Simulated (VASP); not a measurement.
Output of a VASP run:

**OSZICAR**
```
       N       E                     dE             d eps       ncg     rms          rms(c)
DAV:   1     0.184624017978E+02    0.18462E+02   -0.41333E+03  5388   0.117E+03
DAV:   2    -0.618335075490E+01   -0.24646E+02   -0.23793E+02  5261   0.150E+02
DAV:   3    -0.649292035059E+01   -0.30957E+00   -0.30919E+00  6156   0.217E+01
DAV:   4    -0.649578950211E+01   -0.28692E-02   -0.28689E-02  5930   0.185E+00
DAV:   5    -0.649585768140E+01   -0.68179E-04   -0.68180E-04  6134   0.245E-01    0.990E+00
DAV:   6    -0.582341079376E+01    0.67245E+00   -0.16928E+01  5469   0.671E+01    0.611E+00
DAV:   7    -0.548969828897E+01    0.33371E+00   -0.29048E+00  5504   0.259E+01    0.189E+00
DAV:   8    -0.547460006878E+01    0.15098E-01   -0.17616E-02  7487   0.153E+00    0.950E-01
DAV:   9    -0.547212131197E+01    0.24788E-02   -0.17486E-03  7584   0.414E-01    0.251E-01
DAV:  10    -0.547153162628E+01    0.58969E-03   -0.77006E-04  7409   0.252E-01    0.341E-02
DAV:  11    -0.547153435246E+01   -0.27262E-05   -0.16159E-05  6529   0.435E-02    0.291E-02
DAV:  12    -0.547153469253E+01   -0.34007E-06   -0.65104E-07  2981   0.108E-02
   1 F= -.54715347E+01 E0= -.54716980E+01  d E =0.490014E-03  mag=     0.5944
```

### OUTCAR
```
------------------------ aborting loop because EDIFF is reached ----------------------------------------
  FORCE on cell =-STRESS in cart. coord.  units (eV):
  Direction    XX          YY          ZZ          XY          YZ          ZX
  --------------------------------------------------------------------------------------
  Total       -0.0860469     -0.0860469     -0.0860469      0.0000000      0.0000000      0.0000000
  in kB      -12.6438057    -12.6438057    -12.6438057      0.0000000      0.0000000      0.0000000
  external PRESSURE =     -12.6438057 kB  Pullay stress =       0.0000000 kB
  volume of cell :       10.90
      direct lattice vectors                 reciprocal lattice vectors
     0.000000000  1.760000000  1.760000000    -0.284090909  0.284090909  0.284090909
     1.760000000  0.000000000  1.760000000     0.284090909 -0.284090909  0.284090909
     1.760000000  1.760000000  0.000000000     0.284090909  0.284090909 -0.284090909
 POSITION                                       TOTAL-FORCE (eV/Angst)
 -----------------------------------------------------------------------------------
      0.00000      0.00000      0.00000        -0.000000     -0.000000     -0.000000
 -----------------------------------------------------------------------------------
    total drift:                                0.000000     -0.000000     -0.000000
  FREE ENERGIE OF THE ION-ELECTRON SYSTEM (eV)
  ---------------------------------------------------
  free  energy   TOTEN  =        -5.4715346925 eV

  energy  without entropy=       -5.4720247061  energy(sigma->0) =       -5.47169803

 total charge

# of ion       s       p       d       tot
------------------------------------------
    1        0.496   0.496   8.312   9.303

 magnetization (x)

# of ion       s       p       d       tot
------------------------------------------
    1       -0.007  -0.025   0.638   0.607
```
(Selected blocks of OUTCAR.)

### POSCAR
```
Ni
1
    0.0000000000     1.7600000000     1.7600000000
    1.7600000000     0.0000000000     1.7600000000
    1.7600000000     1.7600000000     0.0000000000
Ni
1
Direct
  0.0000000000   0.0000000000   0.0000000000
```

Problem. Write an INCAR and KPOINTS that could have produced this output.

Solution. This is not unique; one that fits is the input of the run itself, PBE GGA, plane waves, VASP's PBE PAW potentials (set 64).

### KPOINTS
```
kpoints
0
Gamma
16 16 16
0 0 0
```

### INCAR
```
ALGO = Normal
EDIFF = 1E-6
ENCUT = 400
GGA = PE
ISIF = 2
ISMEAR = 1
ISPIN = 2
LASPH = .True.
LCHARG = .False.
LMAXMIX = 4
LORBIT = 10
LREAL = .False.
LWAVE = .False.
MAGMOM = 0.8
NELM = 100
PREC = Accurate
SIGMA = 0.1
SYSTEM = Ni
```

POTCAR, in this order: Ni (PBE.64 set). Program: vasp_std.

The compound is Ni in the fcc structure. The cell was not relaxed at this level.
